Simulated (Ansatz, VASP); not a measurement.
**SiHCF (F-SiC-H chair monolayer) in two plane-wave programs**

One calculation is typed for both programs; each brings its own data sets. How far apart do they land? The cell is taken from a series of runs on this material, whose earlier steps may have relaxed, scaled, displaced or heated it; both programs get it as it stands.

Program: Ansatz 0.2.0. Level of theory: plane waves, with VASP 6.6.1 beside it; single point at PBE with D3(BJ). Results are calculated unless marked as measured.

## Step 1: Set-up

The cell holds 4 atoms: 1 H, 1 C, 1 Si and 1 F. Its edges and angles: a = 3.115 Å, b = 3.115 Å, c = 21.265 Å, α = 90.0°, β = 90.0°, γ = 120.0°. Vacuum lies along c.

Structure file:

```cif
data_structure
_symmetry_space_group_name_H-M 'P 1'
_symmetry_Int_Tables_number 1
_cell_length_a 3.1152
_cell_length_b 3.1152
_cell_length_c 21.2653
_cell_angle_alpha 90.000
_cell_angle_beta 90.000
_cell_angle_gamma 120.000
_cell_volume 178.73
loop_
_atom_site_label
_atom_site_type_symbol
_atom_site_fract_x
_atom_site_fract_y
_atom_site_fract_z
_atom_site_occupancy
H1 H 0.66667 0.33333 0.42322 1
C2 C 0.66667 0.33333 0.47525 1
Si3 Si 0.33333 0.66667 0.50168 1
F4 F 0.33333 0.66667 0.57678 1
```

## Step 2: Ansatz: single point, PBE with D3(BJ)

Ansatz runs on its default PAW (the set named soft_2) files.

With cell and atoms fixed, the geometry can't cause a difference; cores, projectors, grids and the points listed under the comparison can.

The input, input.yaml:

```yaml
crystal:
  lattice:
    - [3.115242377, 0.0, 0.0]
    - [-1.5576211885, 2.6978790375, 0.0]
    - [0.0, 0.0, 21.2653176004]
  atoms:
    - { symbol: H, position: [0.6666666667, 0.3333333333, 0.4232243397] }
    - { symbol: C, position: [0.6666666667, 0.3333333333, 0.475254751] }
    - { symbol: Si, position: [0.3333333333, 0.6666666667, 0.5016827584] }
    - { symbol: F, position: [0.3333333333, 0.6666666667, 0.5767756603] }
kpoints:
  mp_grid: { grid: [18, 18, 1] }
  band_path:
    path: [[0, 0, 0], [0.5, 0, 0], [0.33333333, 0.33333333, 0], [0, 0, 0]]
    npoints: 16
hamiltonian:
  xc: pbe
  dispersion: d3bj
scf:
  occupations: { method: fermi_dirac, width: 0.02585 }
  convergence: { dr2_threshold: 1.0e-10 }
efield:
  axis: 3
  dipole_correction: true
  ramp_position: 0.97
  ramp_width: 0.06
  amplitude: 0
output:
  dos: { projected: true, e_range: [-6, 5] }
  write_potential: true
  write_density: true
  volumetric_format: npy
  elf: true
```

Run with:

```console
$ ansatz run input.yaml --threads 2 --pin off --max-ram 3072MiB --backend cpu --events-out ev --progress --plain --runs-dir out
```

Numbers of over 12 decimals in the logs are rounded to 6 here.

The program printed:

```text
Engine: ansatz 0.2.0, x86_64-unknown-linux-gnu
Pseudopotentials: kind: paw
Pseudopotential: H, paw, valence charge 1, recommended cutoff 420 eV (normal), H.paw.azcp
Pseudopotential: C, paw, valence charge 4, recommended cutoff 420 eV (normal), C.paw.azcp
Pseudopotential: Si, paw, valence charge 4, recommended cutoff 420 eV (normal), Si.paw.azcp
Pseudopotential: F, paw, valence charge 7, recommended cutoff 420 eV (normal), F.paw.azcp
Functional definition: PBE
  parameter kappa = 0.804
  parameter beta = 0.066725
  exchange = pbe_x(kappa = kappa, mu = beta*pi^2/3)
  correlation = pbe_c(beta = beta)
Crystal: 4 atoms, lattice volume = 178.725 Å³
Basis set: ecut = 420 eV, 3467 PW (Γ)
Bands: 12, of which v1, the nominal top of the filled ones, is band 8 counted from 1 (7 counted from 0)
Symmetry: 6 space group operations
Space group: P3m1 (ITA 156), of the structure as read, at distance tolerance 5.6e-5 Å
k-points: 37 of 324 (time reversal used)
Non-local potential: H, projectors of the file, l = 0: 2, l = 1: 1
Non-local potential: C, projectors of the file, l = 0: 2, l = 1: 2, l = 2: 1
Non-local potential: Si, projectors of the file, l = 0: 2, l = 1: 2, l = 2: 2
Non-local potential: F, projectors of the file, l = 0: 2, l = 1: 2, l = 2: 1
PAW form: soft (Blöchl's): semilocal exchange-correlation on the pseudo side does not see the compensation charge
PAW one-centre angular grid: H, 110 points (default); XC on 64 Gauss nodes
PAW one-centre angular grid: C, 110 points (default); XC on 64 Gauss nodes
PAW one-centre angular grid: Si, 110 points (default); XC on 64 Gauss nodes
PAW one-centre angular grid: F, 110 points (default); XC on 64 Gauss nodes
Initial density: superposition of atomic densities (neutral atoms: chi_scale 0, normalization atom), corrected by the library's trained network
Initial wavefunctions: pseudopotential atomic-orbital guess
Functional: x = pbe(κ = 0.804, μ = 0.219515), c = pbe(β = 0.066725)
SCF iter   1: F=—  HF=-1712.920377 eV  |F-HF|=—  |Δ(HF+E_count)|=         —  Δρ=1.76e-3  dr2=1.45e-2  ethr=1.77e-3  p=-0.168 e·Å  D=-1.70e-1 V/Å  ΔV_dip=3.62 eV  dr2_dipole=2.99e-5  V_vac-E_F(+/−)=6.49/2.87 eV  ⟨swp⟩=8.6  Hψ=3787  notcnv=0
efield: sawtooth ramp at fractional position 0.9700 (set: `efield.ramp_position`, or a place that a band, a saddle search or an elastic batch's reference lends), width 0.0600; the density the first Hamiltonian is built on has a dipole p = -0.168 e·Å; the dipole correction subtracts the counter field D = -1.70e-1 V/Å, which shifts the + side's vacuum level by +3.62 eV against the − side's; the planar-averaged density in the ramp window peaks in size at 1.1e-5 e/Å³
preconditioner: auto → none  [insulator: Δε(μ)=3.518 eV  Ē_g=11.618 eV  σ=0.026 eV  W_gap=1.00  n_scr=12 (ndim 8)  ℏωp=10.4 eV  f_vac=0.726  D(μ)=0.00/eV (n_scr^D=0)  ε∞_Penn≈1.8]
SCF iter   2: F=—  HF=-1712.921688 eV  |F-HF|=—  |Δ(HF+E_count)|=   1.31e-3  Δρ=7.79e-4  dr2=4.31e-3  ethr=9.05e-5  p=-0.172 e·Å  D=-1.74e-1 V/Å  ΔV_dip=3.70 eV  dr2_dipole=1.53e-3  V_vac-E_F(+/−)=6.49/2.79 eV  ⟨swp⟩=3.7  Hψ=1238  notcnv=0
SCF iter   3: F=—  HF=-1712.920947 eV  |F-HF|=—  |Δ(HF+E_count)|=   7.40e-4  Δρ=6.07e-4  dr2=1.31e-3  ethr=2.69e-5  p=-0.191 e·Å  D=-1.93e-1 V/Å  ΔV_dip=4.11 eV  dr2_dipole=1.77e-6  V_vac-E_F(+/−)=6.75/2.64 eV  ⟨swp⟩=3.2  Hψ=922  notcnv=0
SCF iter   4: F=—  HF=-1712.921118 eV  |F-HF|=—  |Δ(HF+E_count)|=   1.70e-4  Δρ=4.01e-4  dr2=3.18e-4  ethr=8.21e-6  p=-0.194 e·Å  D=-1.97e-1 V/Å  ΔV_dip=4.19 eV  dr2_dipole=9.32e-6  V_vac-E_F(+/−)=6.77/2.59 eV  ⟨swp⟩=2.1  Hψ=765  notcnv=0
SCF iter   5: F=—  HF=-1712.921241 eV  |F-HF|=—  |Δ(HF+E_count)|=   1.23e-4  Δρ=7.94e-5  dr2=1.99e-5  ethr=1.99e-6  p=-0.198 e·Å  D=-2.00e-1 V/Å  ΔV_dip=4.26 eV  dr2_dipole=3.01e-8  V_vac-E_F(+/−)=6.83/2.56 eV  ⟨swp⟩=2.2  Hψ=799  notcnv=0
SCF iter   6: F=—  HF=-1712.921301 eV  |F-HF|=—  |Δ(HF+E_count)|=   6.00e-5  Δρ=1.64e-5  dr2=4.30e-7  ethr=1.25e-7  p=-0.199 e·Å  D=-2.01e-1 V/Å  ΔV_dip=4.28 eV  dr2_dipole=1.40e-8  V_vac-E_F(+/−)=6.84/2.56 eV  ⟨swp⟩=2.2  Hψ=851  notcnv=0
SCF iter   7: F=—  HF=-1712.921296 eV  |F-HF|=—  |Δ(HF+E_count)|=   4.37e-6  Δρ=6.57e-6  dr2=6.10e-8  ethr=2.69e-9  p=-0.199 e·Å  D=-2.02e-1 V/Å  ΔV_dip=4.29 eV  dr2_dipole=1.09e-9  V_vac-E_F(+/−)=6.84/2.56 eV  ⟨swp⟩=2.0  Hψ=746  notcnv=0
SCF iter   8: F=—  HF=-1712.921296 eV  |F-HF|=—  |Δ(HF+E_count)|=   3.75e-8  Δρ=1.44e-6  dr2=2.99e-9  ethr=3.81e-10  p=-0.199 e·Å  D=-2.02e-1 V/Å  ΔV_dip=4.29 eV  dr2_dipole=6.63e-12  V_vac-E_F(+/−)=6.84/2.56 eV  ⟨swp⟩=2.1  Hψ=682  notcnv=0
SCF iter   9: F=—  HF=-1712.921296 eV  |F-HF|=—  |Δ(HF+E_count)|=   1.57e-9  Δρ=4.21e-7  dr2=4.81e-10  ethr=1.87e-11  p=-0.199 e·Å  D=-2.02e-1 V/Å  ΔV_dip=4.29 eV  dr2_dipole=1.98e-11  V_vac-E_F(+/−)=6.84/2.56 eV  ⟨swp⟩=2.0  Hψ=701  notcnv=0
SCF iter  10: F=-1712.921296 eV  HF=-1712.921296 eV  |F-HF|=1.66e-11  |Δ(HF+E_count)|=  7.16e-11  Δρ=8.79e-8  dr2=8.09e-12  ethr=1.00e-12  p=-0.199 e·Å  D=-2.02e-1 V/Å  ΔV_dip=4.29 eV  dr2_dipole=1.15e-15  V_vac-E_F(+/−)=6.84/2.56 eV  ⟨swp⟩=5.2  Hψ=1586  notcnv=0
SCF 1 converged in 10 iterations: F = -1712.921296 eV  dr2 = 8.09e-12
  greatest PAW one-centre occupation: 0.933 electrons in one spin orbital (limit 2), on the F atom at site 3 (counted from 0), in its partial waves of l = 0
NSCF: frozen V_eff on 49 k-points
efield: sawtooth ramp at fractional position 0.9700 (kept from the solve that this one continues, or follows in the run), width 0.0600; the density the first Hamiltonian is built on has a dipole p = -0.199 e·Å; the dipole correction subtracts the counter field D = -2.02e-1 V/Å, which shifts the + side's vacuum level by +4.29 eV against the − side's; the planar-averaged density in the ramp window peaks in size at 3.5e-6 e/Å³
WARN: The output density's exchange-correlation potential varies sharply where the density is thin. Do not read a vacuum level from v_tot or v_xc, or from such a field of the output density. On a cell that repeats whose density bears no net charge and no dipole along the vacuum's axis use v_es (v_loc + v_h of the components); under efield.dipole_correction with no amplitude use v_es + v_field, which holds any externa [...]
SCF converged after 10 iterations
Free energy (F): -1712.921296 eV
Harris-Foulkes:  -1712.921296 eV  (|F-HF|=1.66e-11)
Internal energy: -1712.921296 eV  (E = F + TS)
E sigma→0 (E₀):  -1712.921296 eV
Fermi energy:    -2.317198 eV
Dipole field:    D = -0.201570 V/Å  (p = -0.199090 e·Å, saw-weighted, corrected)
Work function:   Φ+ = 6.8422 eV   Φ− = 2.5557 eV
Levels:          The Fermi level and band energies are counted from a zero that moves with the ramp; work functions are not
--- Per-component energies (eV) ---
  E_band       = -181.099193
  E_kinetic    = 355.798517
  E_local      = -7256.377774  (includes V_loc(G=0)·N_el)
  E_nonlocal   = 126.429585
  E_hartree    = 3444.774496
  E_xc         = -193.423109
  E_vxc        = -221.993722  (∫ρ·V_xc dr)
  E_paw        = -813.265042  (= ΣΔE_a)
  E_vpaw       = -76.124894  (= ΣTr[D̂ρ^β])
  E_aug_tail   = 0.000781  (compensation charges beyond the density's cutoff)
  E_efield     = 0.020065  (sawtooth field / dipole correction)
  E_vefield    = 1.619274  (∫n·V_field dr)
  E_ewald      = 2623.483119
  E_disp       = -0.361934  (pairwise vdW)
  E_smearing   = -0.000000  (= −TS)
  E_closure    = -0.000000  (closes the sum)
  Σ components = -1712.921296   (vs F -1712.921296, Δ=0.00e0)
--- Band table (eV; the first three rows and the last of 37) ---
  k-point 0: bands = [... 4 lower, -7.1467, -7.1467, -4.0730, -4.0730, -0.5750, 0.7850, 1.3524, 2.1824]
  k-point 1: bands = [... 4 lower, -7.1691, -7.1593, -4.3189, -4.1301, -0.5141, 0.8484, 1.4996, 2.2650]
  k-point 2: bands = [... 4 lower, -7.2312, -7.1962, -4.9374, -4.2857, -0.3338, 1.0369, 1.7669, 2.4896]
  k-point 36: bands = [... 4 lower, -8.8881, -8.2922, -7.1412, -6.7039, 2.7033, 3.0393, 4.4171, 5.4966]
```

## Step 3: VASP: single point, PBE with D3(BJ)

The same cell, functional, mesh and smearing now go to VASP, with its own data sets.

Lines of VASP's logs that name or quote its potential files are left out, and so is its time.

The input, INCAR:

```
SYSTEM = SiHCF
PREC = Accurate
ENCUT = 520
EDIFF = 1E-06
NELM = 120
ISMEAR = -1
SIGMA = 0.02585
LREAL = .FALSE.
ALGO = Normal
GGA = PE
IVDW = 12
NBANDS = 14
LORBIT = 11
LWAVE = .FALSE.
LCHARG = .FALSE.
ISIF = 2
LDIPOL = .TRUE.
IDIPOL = 3
DIPOL = 0.5 0.5 0.494
LVHAR = .TRUE.
LASPH = .TRUE.
GGA_COMPAT = .FALSE.
EFERMI = MIDGAP
NELMDL = -8
```

The input, POSCAR:

```
SiHCF
1.0
    3.1152423770      0.0000000000      0.0000000000
   -1.5576211885      2.6978790375      0.0000000000
    0.0000000000      0.0000000000     21.2653176004
H C Si F
1 1 1 1
Direct
    0.6666666667      0.3333333333      0.4232243397
    0.6666666667      0.3333333333      0.4752547510
    0.3333333333      0.6666666667      0.5016827584
    0.3333333333      0.6666666667      0.5767756603
```

The input, KPOINTS:

```
Automatic mesh
0
Gamma
18 18 1
0 0 0
```

The projector-augmented-wave data sets are H, C, Si and F (PBE family, release 64).

Run with:

```console
$ mpirun -np 1 vasp_std
```

The program printed:

```text
[banner, memory and clock lines left out]
running    1 mpi-ranks, on    1 nodes
 distrk:  each k-point on    1 cores,    1 groups
 distr:  one band on    1 cores,    1 groups

 POSCAR found type information on POSCAR H C SiF
 POSCAR found :  4 types and       4 ions
 LDA part: xc-table for (Slater+PW92), standard interpolation
 POSCAR, INCAR and KPOINTS ok, starting setup
 FFT: planning ... GRIDC
 FFT: planning ... GRID_SOFT
 FFT: planning ... GRID
 WAVECAR not read
 entering main loop
       N       E                     dE             d eps       ncg     rms          rms(c)
DAV:   1     0.124547911759E+03    0.12455E+03   -0.59340E+03  1076   0.838E+02
DAV:   2    -0.115933851218E+02   -0.13614E+03   -0.12309E+03  1708   0.195E+02
DAV:   3    -0.268213084389E+02   -0.15228E+02   -0.15115E+02  1396   0.783E+01
DAV:   4    -0.271357707186E+02   -0.31446E+00   -0.31395E+00  1336   0.129E+01
DAV:   5    -0.271424775193E+02   -0.67068E-02   -0.67002E-02  1366   0.174E+00
DAV:   6    -0.271426914893E+02   -0.21397E-03   -0.21360E-03  1376   0.320E-01
DAV:   7    -0.271427004066E+02   -0.89173E-05   -0.89141E-05  1460   0.579E-02
DAV:   8    -0.271427007429E+02   -0.33638E-06   -0.33637E-06  1384   0.981E-03    0.109E+01
DAV:   9    -0.243519822103E+02    0.27907E+01   -0.62335E+00  1378   0.177E+01    0.523E+00
DAV:  10    -0.242292974741E+02    0.12268E+00   -0.11764E+00  1450   0.610E+00    0.226E+00
DAV:  11    -0.241807283490E+02    0.48569E-01   -0.59230E-02  1372   0.168E+00    0.996E-01
DAV:  12    -0.241561136233E+02    0.24615E-01   -0.18546E-02  1332   0.122E+00    0.202E-01
DAV:  13    -0.241539888706E+02    0.21248E-02   -0.25190E-03  1404   0.352E-01    0.115E-01
DAV:  14    -0.241510383590E+02    0.29505E-02   -0.16478E-03  1366   0.329E-01    0.716E-02
[...]
DAV:  19    -0.241525632594E+02   -0.30405E-03   -0.20598E-05  1120   0.293E-02    0.627E-03
DAV:  20    -0.241527190576E+02   -0.15580E-03   -0.15487E-05  1138   0.309E-02    0.502E-03
DAV:  21    -0.241528103652E+02   -0.91308E-04   -0.78695E-06  1108   0.149E-02    0.315E-03
DAV:  22    -0.241528223772E+02   -0.12012E-04   -0.43575E-07   974   0.663E-03    0.155E-03
DAV:  23    -0.241528439619E+02   -0.21585E-04   -0.12997E-06   952   0.727E-03    0.143E-03
DAV:  24    -0.241528453533E+02   -0.13914E-05   -0.69266E-08   986   0.246E-03    0.666E-04
DAV:  25    -0.241528476008E+02   -0.22475E-05   -0.16206E-07   866   0.417E-03    0.597E-04
DAV:  26    -0.241528480629E+02   -0.46214E-06   -0.30023E-08   974   0.169E-03
   1 F= -.24514762E+02 E0= -.24514762E+02  d E =0.000000E+00
```

From OUTCAR (step 3):

```text
ion  position               nearest neighbor table
   1  0.667  0.333  0.423-   2 1.11
   2  0.667  0.333  0.475-   1 1.11   3 1.88   3 1.88   3 1.88
   3  0.333  0.667  0.502-   4 1.60   2 1.88   2 1.88   2 1.88
   4  0.333  0.667  0.577-   3 1.60

  LATTYP: Found a hexagonal cell.
 ALAT       =     3.1152423770
 C/A-ratio  =     6.8262160779

 Subroutine GETGRP returns: Found  6 space group operations
 (whereof  6 operations were pure point group operations)

The static configuration has the point symmetry C_3v.

 Found     37 irreducible k-points:

   k-points           NKPTS =     37   k-points in BZ     NKDIM =     37   number of bands    NBANDS=     14

   dimension x,y,z NGX =    24 NGY =   24 NGZ =  160
   dimension x,y,z NGXF=    48 NGYF=   48 NGZF=  320

   ENCUT  =  520.0 eV  38.22 Ry    6.18 a.u.   5.79  5.79 39.54*2*pi/ulx,y,z

   NELECT =      16.0000    total number of electrons

 k-points in reciprocal lattice and weights: Automatic mesh
   0.00000000  0.00000000  0.00000000       0.003
   0.05555556  0.00000000  0.00000000       0.019
   0.11111111  0.00000000  0.00000000       0.019
   0.16666667  0.00000000  0.00000000       0.019
   0.22222222  0.00000000  0.00000000       0.019
   0.27777778  0.00000000  0.00000000       0.019
   0.33333333  0.00000000  0.00000000       0.019
   0.38888889  0.00000000  0.00000000       0.019
   0.44444444  0.00000000  0.00000000       0.019
[...]
0.33333333  0.27777778  0.00000000       0.037
   0.33333333  0.33333333  0.00000000       0.006

 dipolmoment           0.000000      0.000000      0.203200 electrons x Angstroem

 average (electrostatic) potential at core
       1 -41.5143       2 -56.9623       3 -92.6298       4 -83.0600

 E-fermi :  -2.6472

 k-point     1 :       0.0000    0.0000    0.0000
  band No.  band energies     occupation
    ...
      4      -8.3871      2.00000
      5      -7.4300      2.00000
      6      -7.4300      2.00000
      7      -4.3964      2.00000
      8      -4.3964      2.00000
      9      -0.8979      0.00000
     10       0.4599      0.00000
     11       1.0221      0.00000
     12       1.7790      0.00000
     13       2.9345      0.00000
    ...

 k-point     2 :       0.0556    0.0000    0.0000
  band No.  band energies     occupation
    ...
      4      -8.4047      2.00000
      5      -7.4530      2.00000
      6      -7.4429      2.00000
      7      -4.6419      2.00000
      8      -4.4534      2.00000
      9      -0.8370      0.00000
     10       0.5233      0.00000
     11       1.1677      0.00000
     12       1.8615      0.00000
     13       3.0032      0.00000
    ...

 k-point     3 :       0.1111    0.0000    0.0000
  band No.  band energies     occupation
    ...
      4      -8.4638      2.00000
      5      -7.5167      2.00000
      6      -7.4804      2.00000
      7      -5.2590      2.00000
      8      -4.6086      2.00000
      9      -0.6567      0.00000
     10       0.7120      0.00000
     11       1.4324      0.00000
     12       2.0854      0.00000
     13       3.1547      0.00000
    ...

 Edisp (eV)   -0.36191

  Total      -0.06402    -0.06402     0.35112     0.00000     0.00000     0.00000
  in kB      -0.57388    -0.57388     3.14757     0.00000     0.00000     0.00000
  external pressure =        0.67 kB  Pullay stress =        0.00 kB

  energy-cutoff  :      520.00
  volume of cell :      178.73
      direct lattice vectors                 reciprocal lattice vectors
     3.115242377  0.000000000  0.000000000     0.321002310  0.185330770  0.000000000
    -1.557621188  2.697879037  0.000000000     0.000000000  0.370661540  0.000000000
     0.000000000  0.000000000 21.265317600     0.000000000  0.000000000  0.047024927

 POSITION                                       TOTAL-FORCE (eV/Angst)
 -----------------------------------------------------------------------------------
      1.55762      0.89929      9.00000         0.000000      0.000000     -0.028818
      1.55762      0.89929     10.10644         0.000000      0.000000      0.020058
     -0.00000      1.79859     10.66844         0.000000      0.000000     -0.216825
     -0.00000      1.79859     12.26532        -0.000000     -0.000000      0.225585
 -----------------------------------------------------------------------------------
    total drift:                                0.000000     -0.000000     -0.000762

  FREE ENERGIE OF THE ION-ELECTRON SYSTEM (eV)
  ---------------------------------------------------
  free  energy   TOTEN  =       -24.5147622305 eV

  energy  without entropy=      -24.5147622305  energy(sigma->0) =      -24.51476223

 vacuum level on the upper side and lower side of the slab         4.291        -0.085

 total charge
# of ion       s       p       d       tot
------------------------------------------
    1        0.617   0.046   0.000   0.663
    2        0.839   1.737   0.000   2.576
    3        0.703   0.956   0.000   1.659
    4        1.748   4.389   0.000   6.137
--------------------------------------------------
tot          3.906   7.128   0.000  11.034

[... 3 further parts left out ...]
```

## Step 4: Differences

Known differences besides the potentials themselves: the cutoff is 420 eV in Ansatz and 520 eV in VASP. Total energies have different zeros and are not compared.

Compared:

```tsv
quantity	Ansatz	VASP	difference
gap on the k mesh (eV)	3.498	3.498	0.000
```

A gap on the mesh is an upper bound, since the band edges may lie between its points. With vacuum in the cell, a pressure given here is an average over mostly empty space and none of the material.

## Step 5: Results

```yaml
difference_in_gap_on_the_k_mesh_single_point_pbe_with_d3_bj: -4.5e-4 eV
```

The difference in gap on the k mesh is -4.5e-4 eV (single point, PBE with D3(BJ)), within the 0.08 eV picked in this series as the mark of a large difference. Such differences can come from data sets, numerical settings and the points named under the comparisons, not from the functional's error against experiment.

[Lines on the potential files, build, host, timing and source positions are cut from VASP's logs without a mark.]

[Logs are printed without paths, hosts, clocks, repeated set-up lines and the standing remarks that a program may print on its own settings, such as how far it seeks lower states.]

[Hosts, paths, dates, database ids (printed as entryN), source tags and the programs' standing remarks are cut or masked in the printed files.]
